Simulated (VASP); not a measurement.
```xyz
14
Lattice="2.7882 -4.4195 0.0000 2.7882 4.4195 0.0000 0.0000 0.0000 6.9068" Properties=species:S:1:pos:R:3 pbc="T T T"
Na     2.7882     2.7448     1.7267
Na     2.7882    -2.7448     5.1801
Na     2.7882     0.0000     0.0000
Na     2.7882     0.0000     3.4534
S      2.7882    -3.0925     1.7267
S      2.7882     3.0925     5.1801
O      2.7882     2.2456     3.9814
O      2.7882    -2.2456     2.9254
O      2.7882    -2.2456     0.5280
O      2.7882     2.2456     6.3788
O      1.2066     0.4564     1.7267
O      4.3697    -0.4564     5.1801
O      1.2066    -0.4564     5.1801
O      4.3697     0.4564     1.7267
```

Level of theory: r2SCAN meta-GGA, VASP's PBE PAW potentials (set 64) (plane waves; VASP). Settings: LREAL = Auto, 520 eV cut-off, 4×4×3 Γ-centred mesh, Gaussian smearing of 0.050 eV, potentials Na_pv S O.

Task: Predict the energy per atom (σ→0), band gap (on the k-mesh) with the smallest direct gap where there is one.

Result: 
The band gap (on the k-mesh) comes out as 6.05 eV, the smallest direct gap (on the k-mesh) comes out as 6.27 eV and the energy per atom (σ→0) comes out as -7.563 eV/atom.

The structure comes from a computed database's Na2SO4 entry (Cmcm); how it stands against other phases isn't given here. It was relaxed first. The start is the result of an earlier pass.
